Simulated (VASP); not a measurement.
Computed with r2SCAN meta-GGA, VASP's PBE PAW potentials (set 64) (plane waves; VASP).

Input for VASP

**KPOINTS**
```
Automatic mesh
0
Gamma
9 9 2
0 0 0
```

**POSCAR**
```
MoS2
1
    1.5923070174    -2.7579563733     0.0000000000
    1.5923070174     2.7579563733     0.0000000000
    0.0000000000     0.0000000000    13.0006386949
Mo S
2 4
Direct
  0.3333330000   0.6666670000   0.2500000000
  0.6666670000   0.3333330000   0.7500000000
  0.3333330000   0.6666670000   0.8693928212
  0.6666670000   0.3333330000   0.3693928212
  0.6666670000   0.3333330000   0.1306071788
  0.3333330000   0.6666670000   0.6306071788
```

### KPOINTS_OPT
```
k-points along high-symmetry lines
6
Line-mode
Reciprocal
  0.000000   0.000000   0.000000 ! GAMMA
  0.000000   0.500000   0.000000 ! M

  0.000000   0.500000   0.000000 ! M
 -0.333333   0.666667   0.000000 ! K

 -0.333333   0.666667   0.000000 ! K
  0.000000   0.000000   0.000000 ! GAMMA

  0.000000   0.000000   0.000000 ! GAMMA
  0.000000   0.000000   0.500000 ! A

  0.000000   0.000000   0.500000 ! A
  0.000000   0.500000   0.500000 ! L

  0.000000   0.500000   0.500000 ! L
 -0.333333   0.666667   0.500000 ! H

 -0.333333   0.666667   0.500000 ! H
  0.000000   0.000000   0.500000 ! A

  0.000000   0.500000   0.500000 ! L
  0.000000   0.500000   0.000000 ! M

 -0.333333   0.666667   0.500000 ! H
 -0.333333   0.666667   0.000000 ! K
```

**INCAR**
```
! general
SYSTEM   =  MoS2
PREC     =  Accurate
ENCUT    =  520
LREAL    =  .FALSE.   ! projection in real space or not
LASPH    =  .TRUE.

! electronic loop
EDIFF    =  1E-7
NELM     =  100
ALGO     =  Normal   ! blocked Davidson
LMAXMIX  =  4
LMIXTAU  =  .TRUE.

! smearing
ISMEAR   =  -5   ! tetrahedra, Bloechl

! functional
METAGGA  =  R2SCAN

! ions
ISIF     =  2   ! forces and stress, cell fixed

! output
LWAVE    =  .FALSE.
LCHARG   =  .FALSE.
LORBIT   =  11
NEDOS    =  601

! other
LEFG     =  .TRUE.
```

POTCAR, in this order: Mo_sv S (PBE.64 set). Program: vasp_std.

**Question.** What will the output report for the number of irreducible k-points (NKPTS), largest plane-wave count, number of space-group operations, FFT grid (NGX, NGY, NGZ)?

**Answer.** 
| Quantity | Value |
|---|---|
| number of irreducible k-points (NKPTS) | 24 |
| largest plane-wave count | 3096 |
| number of space-group operations | 24 |
| FFT grid (NGX, NGY, NGZ) | 24 × 24 × 98 |

The compound is MoS2 in the 2H layered structure. It was relaxed first, which changed the volume by +7 %.
